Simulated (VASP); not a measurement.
## PtSe2: relaxed cell and zone-centre modes

What lattice and vibrations does PtSe2 have at one level of theory? The starting structure is a measured crystal structure from the Crystallography Open Database. All runs use LDA.

Main program and level: VASP 6.6.1; Kohn-Sham DFT with plane waves and PAW; LDA.

## (1) Set-up

Symmetry: P-3m1, No. 164, trigonal system. The conventional cell has a = 3.728 Å, b = 3.728 Å, c = 5.031 Å, α = 90.00°, β = 90.00°, γ = 120.00°. Nearest to Pt lie 6 Se at 2.51 Å. Nearest to Se lie 3 Pt at 2.51 Å. Farther neighbours and most contacts between anions are not listed.

## (2) Relaxation

This run starts from the cell of an earlier relaxation, which isn't shown; the restart sets up the plane waves anew.

The input, INCAR:

```
SYSTEM = PtSe2
PREC = Accurate
ENCUT = 500
EDIFF = 1E-07
NELM = 100
ISMEAR = 1
SIGMA = 0.15
LREAL = .FALSE.
ALGO = Normal
GGA = CA
NBANDS = 17
LASPH = .TRUE.
LORBIT = 11
LWAVE = .FALSE.
LCHARG = .FALSE.
KPAR = 4
IBRION = 2
NSW = 50
ISIF = 3
EDIFFG = -0.002
```

The input, POSCAR:

```
PtSe2
1.0
    3.7457617589      0.0000000000      0.0000000000
   -1.8728808794      3.2439248397      0.0000000000
    0.0000000000      0.0000000000      4.7591079866
Pt Se
1 2
Direct
    0.0000000000      0.0000000000      0.0000000000
    0.6666666667      0.3333333333      0.7349235220
    0.3333333333      0.6666666667      0.2650764780
```

The input, KPOINTS:

```
Automatic mesh
0
Gamma
12 12 8
0 0 0
```

The projector-augmented-wave data sets are Pt and Se (LDA family, release 64).

Run with:

```console
$ mpirun -np 4 vasp_std
```

Output:

```text
[banner, memory and clock lines left out]
running    4 mpi-ranks, on    1 nodes
 distrk:  each k-point on    1 cores,    4 groups
 distr:  one band on    1 cores,    1 groups

 POSCAR found type information on POSCAR PtSe
 POSCAR found :  2 types and       3 ions
 LDA part: xc-table for (Slater(with rela. corr.)+CA(PZ))
 , standard interpolation
 POSCAR, INCAR and KPOINTS ok, starting setup
 FFT: planning ... GRIDC
 FFT: planning ... GRID_SOFT
 FFT: planning ... GRID
 WAVECAR not read
 entering main loop
       N       E                     dE             d eps       ncg     rms          rms(c)
DAV:   1     0.105036887047E+03    0.10504E+03   -0.99240E+03  4502   0.110E+03
DAV:   2    -0.132679704529E+02   -0.11830E+03   -0.11476E+03  5702   0.216E+02
DAV:   3    -0.178553227608E+02   -0.45874E+01   -0.45580E+01  5255   0.437E+01
DAV:   4    -0.178884670870E+02   -0.33144E-01   -0.33134E-01  5834   0.404E+00
DAV:   5    -0.178887843625E+02   -0.31728E-03   -0.31727E-03  5527   0.372E-01    0.130E+01
DAV:   6    -0.173293414852E+02    0.55944E+00   -0.44363E+00  4535   0.190E+01    0.803E+00
DAV:   7    -0.171216354063E+02    0.20771E+00   -0.85189E-01  4530   0.927E+00    0.398E+00
DAV:   8    -0.170939122482E+02    0.27723E-01   -0.59080E-02  4836   0.171E+00    0.795E-01
DAV:   9    -0.170909616176E+02    0.29506E-02   -0.68119E-03  5057   0.777E-01    0.204E-01
DAV:  10    -0.170909283560E+02    0.33262E-04   -0.11490E-03  5142   0.212E-01    0.382E-02
DAV:  11    -0.170909247189E+02    0.36372E-05   -0.44274E-05  5478   0.512E-02    0.261E-02
DAV:  12    -0.170909237298E+02    0.98906E-06   -0.44409E-06  5022   0.124E-02    0.331E-03
DAV:  13    -0.170909236393E+02    0.90491E-07   -0.43138E-07  5043   0.528E-03
   1 F= -.17090924E+02 E0= -.17090941E+02  d E =-.170909E+02
 curvature:   0.00 expect dE= 0.000E+00 dE for cont linesearch  0.000E+00
 trial: gam= 0.00000 g(F)=  0.135E-06 g(S)=  0.225E-06 ort = 0.000E+00 (trialstep = 0.100E+01)
 search vector abs. value=  0.360E-06
 reached required accuracy - stopping structural energy minimisation
```

It took 18 s on 4 MPI ranks of Intel Xeon 6975P-C (Granite Rapids), shared host; peak memory 0.95 GiB.

Lines that name or quote the potential files are left out of all logs, and their timing lines are given in words.

OUTCAR, selected parts (step 2):

```text
ion  position               nearest neighbor table
   1  0.000  0.000  0.000-   2 2.50   3 2.50   3 2.50   2 2.50   2 2.50   3 2.50
   2  0.667  0.333  0.735-   1 2.50   1 2.50   1 2.50
   3  0.333  0.667  0.265-   1 2.50   1 2.50   1 2.50

  LATTYP: Found a hexagonal cell.
 ALAT       =     3.7457617589
 C/A-ratio  =     1.2705314147

 Subroutine GETGRP returns: Found 12 space group operations
 (whereof 12 operations were pure point group operations)

The static configuration has the point symmetry D_3d.

 Found    131 irreducible k-points:

   k-points           NKPTS =    131   k-points in BZ     NKDIM =    131   number of bands    NBANDS=     17

   dimension x,y,z NGX =    28 NGY =   28 NGZ =   36
   dimension x,y,z NGXF=    56 NGYF=   56 NGZF=   72

   ENCUT  =  500.0 eV  36.75 Ry    6.06 a.u.   6.83  6.83  8.68*2*pi/ulx,y,z

   NELECT =      22.0000    total number of electrons

 k-points in reciprocal lattice and weights: Automatic mesh
   0.00000000  0.00000000  0.00000000       0.001
   0.08333333  0.00000000  0.00000000       0.005
   0.16666667 -0.00000000  0.00000000       0.005
   0.25000000 -0.00000000  0.00000000       0.005
   0.33333333 -0.00000000  0.00000000       0.005
   0.41666667  0.00000000  0.00000000       0.005
   0.50000000 -0.00000000  0.00000000       0.003
   0.08333333  0.08333333  0.00000000       0.005
   0.16666667  0.08333333  0.00000000       0.010
[...]
0.33333333  0.25000000  0.50000000       0.010
   0.33333333  0.33333333  0.50000000       0.002

 average (electrostatic) potential at core
       1 -68.0384       2 -58.2992       3 -58.2992

 E-fermi :   7.0736

 k-point     1 :       0.0000    0.0000    0.0000
  band No.  band energies     occupation
    ...
      6       3.1503      2.00000
      7       3.1503      2.00000
      8       4.5772      2.00000
      9       6.0373      2.00000
     10       6.0373      2.00000
     11       7.9172     -0.00000
     12       8.1579     -0.00000
     13       8.1579     -0.00000
     14      10.2227      0.00000
     15      11.2296      0.00000
    ...

 k-point     2 :       0.0833    0.0000    0.0000
  band No.  band energies     occupation
    ...
      6       3.0450      2.00000
      7       3.0944      2.00000
      8       4.4026      2.00000
      9       5.7029      2.00000
     10       5.9086      2.00000
     11       7.2531     -0.07066
     12       8.2652     -0.00000
     13       8.5597     -0.00000
     14      10.7577      0.00000
     15      11.6922      0.00000
    ...

 k-point     3 :       0.1667   -0.0000    0.0000
  band No.  band energies     occupation
    ...
      7       2.9634      2.00000
      8       3.9318      2.00000
      9       5.2378      2.00000
     10       5.5572      2.00000
     11       6.4586      2.00000
     12       8.5556     -0.00000
     13       8.7590     -0.00000
     14      11.6778      0.00000
     15      12.5547      0.00000
     16      13.8792      0.00000
    ...

  Total       -0.0016942     -0.0016942      0.0028713     -0.0000000      0.0000000     -0.0000000
  in kB       -0.0469392     -0.0469392      0.0795521     -0.0000000      0.0000000     -0.0000000
  external PRESSURE =      -0.0047754 kB  Pullay stress =       0.0000000 kB

  energy-cutoff  :      500.00
  volume of cell :       57.83
      direct lattice vectors                 reciprocal lattice vectors
     3.745761759  0.000000000  0.000000000     0.266968394  0.154134274  0.000000000
    -1.872880879  3.243924840  0.000000000     0.000000000  0.308268548  0.000000000
     0.000000000  0.000000000  4.759107987     0.000000000  0.000000000  0.210123410

 POSITION                                       TOTAL-FORCE (eV/Angst)
 -----------------------------------------------------------------------------------
      0.00000      0.00000      0.00000         0.000000      0.000000      0.000000
      1.87288      1.08131      3.49758         0.000000      0.000000     -0.001182
     -0.00000      2.16262      1.26153        -0.000000     -0.000000      0.001182
 -----------------------------------------------------------------------------------
    total drift:                               -0.000000      0.000000     -0.000000

  FREE ENERGIE OF THE ION-ELECTRON SYSTEM (eV)
  ---------------------------------------------------
  free  energy   TOTEN  =       -17.0909236393 eV

  energy  without entropy=      -17.0909758757  energy(sigma->0) =      -17.09094105

 reached required accuracy - stopping structural energy minimisation

 total charge
# of ion       s       p       d       tot
------------------------------------------
    1        0.688   0.698   8.063   9.449
    2        1.492   2.225   0.076   3.792
    3        1.492   2.225   0.076   3.792
--------------------------------------------------
tot          3.671   5.148   8.215  17.033

[... 3 further parts left out ...]
```

The run keeps the 12 symmetry operations of its start, so it cannot find a distortion of lower symmetry.

The relaxed cell holds 19.276 Å³ an atom, with a = 3.746 Å (+0.5 % against the database cell) and c = 4.759 Å (-5.4 % against the database cell). Pressures at 0.985 and 1.015 times this volume, from two more relaxations that aren't shown, give a bulk modulus of 65.9 GPa.

## (3) Modes of the relaxed cell

INCAR: that of step 2 with these lines changed.

```diff
@@ -3,3 +3,3 @@
 ENCUT = 500
-EDIFF = 1E-07
+EDIFF = 1E-08
 NELM = 100
@@ -16,5 +16,3 @@
 KPAR = 4
-IBRION = 2
-NSW = 50
-ISIF = 3
-EDIFFG = -0.002
+IBRION = 8
+ISIF = 2
```

POSCAR is that of step 2.

The input, KPOINTS:

```
Automatic mesh
0
Gamma
14 14 10
0 0 0
```

Run with:

```console
$ mpirun -np 4 vasp_std
```

Output:

```text
[... set-up lines as in an earlier step ...]
 entering main loop
       N       E                     dE             d eps       ncg     rms          rms(c)
DAV:   1     0.106454556321E+03    0.10645E+03   -0.10002E+04  7192   0.111E+03
DAV:   2    -0.131457192575E+02   -0.11960E+03   -0.11629E+03  8912   0.218E+02
DAV:   3    -0.178539289160E+02   -0.47082E+01   -0.46649E+01  8421   0.439E+01
DAV:   4    -0.178891838478E+02   -0.35255E-01   -0.35240E-01  9196   0.412E+00
[...]
DAV:  12    -0.170921862641E+02    0.10061E-05   -0.39497E-06  7998   0.133E-02    0.298E-03
DAV:  13    -0.170921861473E+02    0.11678E-06   -0.50726E-07  8628   0.585E-03    0.139E-03
DAV:  14    -0.170921861457E+02    0.16423E-08   -0.49617E-08  8012   0.163E-03
   1 F= -.17092186E+02 E0= -.17092158E+02  d E =-.856074E-04
 Linear response reoptimize wavefunctions to high precision
DAV:   1    -0.170921861458E+02   -0.94587E-10   -0.33063E-09  5294   0.455E-04
DAV:   2    -0.170921861458E+02   -0.22510E-10   -0.15649E-10  3907   0.908E-05
 Linear response DOF=           4
 Linear response progress:
[...]
RMM:   8    -0.765838949074E-01    0.18915E-06   -0.16561E-08 60352   0.115E-04    0.330E-05
RMM:   9    -0.765837735481E-01    0.12136E-06   -0.23715E-08 60773   0.777E-05    0.659E-06
RMM:  10    -0.765837699055E-01    0.36426E-08   -0.59277E-08 61251   0.624E-05    0.297E-06
 first order change of Fermi-energy  -0.59640E-05
 force on displaced ion       2 direction 1 :  -7.740  -0.000  -0.000
 Linear response progress:
  Degree of freedom:   4/  4
       N       E                     dE             d eps       ncg     rms          rms(c)
RMM:   1    -0.919584579664E-01   -0.91958E-01    0.51971E-02 16589   0.150E+00
RMM:   2    -0.895636781762E-01    0.23948E-02   -0.18976E-03 11167   0.261E-01    0.157E-01
RMM:   3    -0.893554604007E-01    0.20822E-03   -0.20267E-04 12067   0.708E-02    0.105E-01
RMM:   4    -0.892509556774E-01    0.10450E-03   -0.55666E-05 11953   0.460E-02    0.553E-02
[...]
RMM:   9    -0.892116265269E-01    0.26048E-06   -0.75130E-09 12542   0.126E-04    0.481E-05
RMM:  10    -0.892115967862E-01    0.29741E-07   -0.85647E-09 12772   0.944E-05    0.796E-06
RMM:  11    -0.892116046799E-01   -0.78937E-08   -0.11128E-08 12913   0.679E-05    0.305E-06
 first order change of Fermi-energy   0.88635E+00
 force on displaced ion       2 direction 3 :   0.000   0.000 -10.067
 Linear response finished
```

The job ended after 6.6 min (4 MPI ranks; peak memory 7 GiB).

Parts of OUTCAR (step 3):

```text
  Total        0.0003941      0.0003941     -0.0177167      0.0000000     -0.0000000      0.0000000
  in kB        0.0109187      0.0109187     -0.4908603      0.0000000     -0.0000000      0.0000000
  external PRESSURE =      -0.1563410 kB  Pullay stress =       0.0000000 kB

 POSITION                                       TOTAL-FORCE (eV/Angst)
 -----------------------------------------------------------------------------------
      0.00000      0.00000      0.00000        -0.000000      0.000000      0.000000
      1.87288      1.08131      3.49758        -0.000000     -0.000000     -0.004945
     -0.00000      2.16262      1.26153         0.000000     -0.000000      0.004945
 -----------------------------------------------------------------------------------
    total drift:                               -0.000000     -0.000000     -0.000000

[... 1 part as in an earlier step ...]

[... 1 further part left out ...]
```

The zone-centre modes at 19.276 Å³ an atom are A2u 220.0, Eu 217.6, A1g 206.4, Eg 164.7 cm⁻¹.

## (4) Modes at 0.97 of that volume

Shape and positions were first relaxed at this volume, in a run that isn't shown.

INCAR is that of step 3.

The input, POSCAR:

```
PtSe2
1.0
    3.7320157643      0.0000000000      0.0000000000
   -1.8660078821      3.2320204592      0.0000000000
    0.0000000000      0.0000000000      4.6504037217
Pt Se
1 2
Direct
    0.0000000000      0.0000000000      0.0000000000
    0.6666666667      0.3333333333      0.7294020559
    0.3333333333      0.6666666667      0.2705979441
```

KPOINTS is that of step 3.

Run with:

```console
$ mpirun -np 4 vasp_std
```

Output:

```text
[... set-up lines as in an earlier step ...]
 entering main loop
       N       E                     dE             d eps       ncg     rms          rms(c)
DAV:   1     0.105194161678E+03    0.10519E+03   -0.10035E+04  7192   0.111E+03
DAV:   2    -0.133840127497E+02   -0.11858E+03   -0.11517E+03  8897   0.219E+02
DAV:   3    -0.178262603691E+02   -0.44422E+01   -0.44088E+01  8505   0.430E+01
DAV:   4    -0.178573570469E+02   -0.31097E-01   -0.31084E-01  9190   0.392E+00
[...]
DAV:  12    -0.170807605438E+02    0.86517E-06   -0.37681E-06  8176   0.124E-02    0.338E-03
DAV:  13    -0.170807604017E+02    0.14213E-06   -0.56579E-07  8386   0.628E-03    0.147E-03
DAV:  14    -0.170807604013E+02    0.37744E-09   -0.53588E-08  8086   0.160E-03
   1 F= -.17080760E+02 E0= -.17080869E+02  d E =0.324761E-03
 Linear response reoptimize wavefunctions to high precision
DAV:   1    -0.170807604014E+02   -0.60936E-10   -0.23019E-09  5126   0.356E-04
DAV:   2    -0.170807604014E+02   -0.14779E-10   -0.13012E-10  3882   0.815E-05
 Linear response DOF=           4
 Linear response progress:
[...]
RMM:  10    -0.764803512211E-01    0.49188E-07   -0.17592E-08 61296   0.532E-05    0.314E-06
RMM:  11    -0.764803626882E-01   -0.11467E-07   -0.17966E-08 58921   0.455E-05    0.859E-07
RMM:  12    -0.764803634713E-01   -0.78314E-09    0.54874E-09 44244   0.434E-05    0.366E-07
 first order change of Fermi-energy  -0.38972E-05
 force on displaced ion       2 direction 1 :  -8.076  -0.000  -0.000
 Linear response progress:
  Degree of freedom:   4/  4
       N       E                     dE             d eps       ncg     rms          rms(c)
RMM:   1    -0.916039159524E-01   -0.91604E-01    0.52411E-02 16642   0.152E+00
RMM:   2    -0.889407846958E-01    0.26631E-02   -0.20025E-03 11170   0.268E-01    0.164E-01
RMM:   3    -0.887334550732E-01    0.20733E-03   -0.20683E-04 12074   0.725E-02    0.109E-01
RMM:   4    -0.886354509690E-01    0.98004E-04   -0.54953E-05 11937   0.458E-02    0.572E-02
[...]
RMM:   9    -0.885984414512E-01    0.20978E-06   -0.11239E-09 12519   0.105E-04    0.470E-05
RMM:  10    -0.885984007856E-01    0.40666E-07   -0.76003E-09 12780   0.779E-05    0.747E-06
RMM:  11    -0.885984090561E-01   -0.82704E-08    0.84002E-09 12665   0.506E-05    0.332E-06
 first order change of Fermi-energy   0.87132E+00
 force on displaced ion       2 direction 3 :   0.000  -0.000 -10.629
 Linear response finished
```

Wall time 7.1 min (4 MPI ranks); peak memory 6.8 GiB; 27 min of CPU time.

(Continued in part 2 of 2.)

[Lines on the potential files, build, host, timing and source positions are cut from VASP's logs without a mark.]

[Logs are printed without paths, hosts, clocks, repeated set-up lines and the standing remarks that a program may print on its own settings, such as how far it seeks lower states.]

[Hosts, paths, dates, database ids (printed as entryN), source tags and the programs' standing remarks are cut or masked in the printed files.]
